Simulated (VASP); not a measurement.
Runs of VASP 6.6.1 on TiC. The structure is cubic, space group Fm-3m (No. 225). Conventional cell: a = 4.319 Å, b = 4.319 Å, c = 4.319 Å, α = 90.00°, β = 90.00°, γ = 90.00°. Around Ti (site symmetry m-3m) lie 6 C at 2.16 Å. C (site symmetry m-3m) has 6 Ti at 2.16 Å as nearest neighbours. 

```tsv
level	potentials or basis	gap on the mesh (eV)	pressure (GPa)	relaxed volume (Å³/atom)
PBE	VASP PAW PBE potentials, release 64 (Ti_sv, C)	none	0.0	10.17
LDA	VASP PAW LDA potentials, release 64 (Ti_sv, C)	none	-0.1	9.69
PBEsol	VASP PAW PBE potentials, release 64 (Ti_sv, C)	none	0.0	9.90
RPBE	VASP PAW PBE potentials, release 64 (Ti_sv, C)	none	0.0	10.36
r2SCAN	VASP PAW PBE potentials, release 64 (Ti_sv, C)	none	0.0	(b)
PBE+D3(BJ)	VASP PAW PBE potentials, release 64 (Ti_sv, C)	none	0.0	(a)
AM05	VASP PAW PBE potentials, release 64 (Ti_sv, C)	none	0.0	9.86
```

Alike in all rows: task relaxation of cell and atoms; no spin polarisation; cell relaxed; k mesh 14 × 14 × 14; cutoff (eV) 600; smearing methfessel-paxton 0.1 eV.

Q: Fill in the values left out.

A: (a) 9.88; (b) 10.16.

Caveats: the PAW data sets were made with another functional, which shifts forces and pressure a little (some runs); pairwise dispersion overbinds metals, which lowers pressure and volume (some runs).

A k mesh can miss the band edges.

A gap of «none» marks a metal or a gap under the smearing width.

Not every run made on this cell is shown here.
